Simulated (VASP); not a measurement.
```
CELL_PARAMETERS angstrom
      0.00000     2.81468     2.81468
      2.81468     0.00000     2.81468
     11.30599    11.30599    -0.04729
ATOMIC_POSITIONS crystal
  Al 0.02690 0.02690 0.97983
  Al 0.97489 0.97489 0.26883
  Al 0.99194 0.99194 0.50605
  Al 0.00884 0.00884 0.74337
  Sb 0.24498 0.24498 0.06627
  P  0.23400 0.23400 0.32450
  P  0.25070 0.25070 0.56198
  P  0.26777 0.26777 0.79917
```

These are PBEsol GGA, VASP's PBE PAW potentials (set 64) (plane waves; VASP) values and carry that method's errors. Numerical set-up: 400 eV cut-off, 11×11×3 Γ-centred mesh, tetrahedra with Blöchl corrections, potentials Al Sb P.

The cores are frozen, which limits the accuracy of field gradients.

### Question
Give the principal components of the electric field gradient (V/Å²) and the asymmetry η at each nucleus.

### Answer

```csv
atom,Vxx,Vyy,Vzz,η
Al1,0.6,0.6,-1.2,0.00
Al2,-2.3,-2.3,4.6,0.00
Al3,1.4,1.4,-2.9,0.00
Al4,1.3,1.3,-2.6,0.00
Sb5,-58.8,-58.8,117.6,0.00
P6,5.8,5.8,-11.7,0.00
P7,6.1,6.1,-12.2,0.00
P8,3.5,3.5,-7.1,0.00
```

The structure was generated: Al4P3Sb was put into an ordered model structure (R3m), which need not be its known phase. It was relaxed first.
